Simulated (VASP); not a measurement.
Energy against volume of HfB₂ (AlB2 type). Calculation: SCAN meta-GGA, VASP's PBE PAW potentials (set 64) (plane waves; VASP). Run with 520 eV cut-off, 11×11×9 Γ-centred mesh, first-order Methfessel-Paxton smearing of 0.10 eV, potentials Hf_pv B.

Shape and ions are relaxed at each volume.

```csv
V (Å³/atom),E (eV/atom)
9.458,-26.92531
9.750,-26.93253
10.043,-26.92527
10.335,-26.90554
```

Task: Fit these four points and predict the energy of the run at 9.165 Å³/atom.

Result: A cubic in V^(−2/3), the third-order Birch-Murnaghan form, passes through the four points with V0 = 9.74 Å³/atom and B0 = 265 GPa, and gives -26.9013 eV/atom there. The run gave -26.9013 eV/atom, +0.0 meV/atom from the fit; all five points give B0 = 265 GPa.

The compound is HfB2 in the AlB2 type structure. It was relaxed first.
